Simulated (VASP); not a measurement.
The system is BaSrMgWO6.

```xyz
10
Lattice="0.0000 4.0680 4.0680 4.0680 0.0000 4.0680 4.0680 4.0680 0.0000" Properties=species:S:1:pos:R:3 pbc="T T T"
Ba    2.0340    2.0340    2.0340
Sr    6.1020    6.1020    6.1020
Mg    4.0680    4.0680    4.0680
W     0.0000    0.0000    0.0000
O     4.0680    1.9595    4.0680
O     4.0680    4.0680    1.9595
O     1.9595    4.0680    4.0680
O     4.0680    6.1765    4.0680
O     4.0680    4.0680    6.1765
O     6.1765    4.0680    4.0680
```

The cell comes from a database or a generator and needn't be the stable form of this composition.

* Program: VASP 6.6.1
* Task: relaxation of cell and atoms
* Functional: PBEsol
* Potentials or basis: VASP PAW PBE potentials, release 64 (Ba_sv, Sr_sv, Mg, W_sv, O)
* Cutoff: 600 eV
* k mesh: 6 × 6 × 6
* Occupations: gaussian, width 0.03 eV
* Spin: no spin polarisation

At the start: pressure -7.8 GPa; volume 13.46 Å³/atom.

Q: Where does the relaxation end?

A: Over 5 steps the energy falls by 16.5 meV/atom and the volume is 12.81 Å³/atom (-4.9 %); space group F-43m (No. 216, to 0.05 Å).

The path:
```
step  energy change (eV)  largest force (eV/Å)  pressure (GPa)  volume (Å³)
   1              0.0000                0.6288           -7.80       134.64
   2              0.2540                2.1968           13.36       122.27
   3             -0.1501                0.2984           -0.88       129.70
   4             -0.1501                0.3189           -0.72       129.60
   5             -0.1653                0.0026            0.00       128.10
```

Final structure:
```
Ba Sr Mg W O
1.0
     0.00000    4.00102    4.00102
     4.00102    0.00000    4.00102
     4.00102    4.00102    0.00000
Ba Sr Mg W O
1 1 1 1 6
Direct
  0.25000 0.25000 0.25000
  0.75000 0.75000 0.75000
  0.50000 0.50000 0.50000
  0.00000 0.00000 0.00000
  0.24095 0.75905 0.24095
  0.24095 0.24095 0.75905
  0.75905 0.24095 0.24095
  0.75905 0.24095 0.75905
  0.75905 0.75905 0.24095
  0.24095 0.75905 0.75905
```

Caveat: the PAW data sets were made with another functional, which shifts forces and pressure a little.
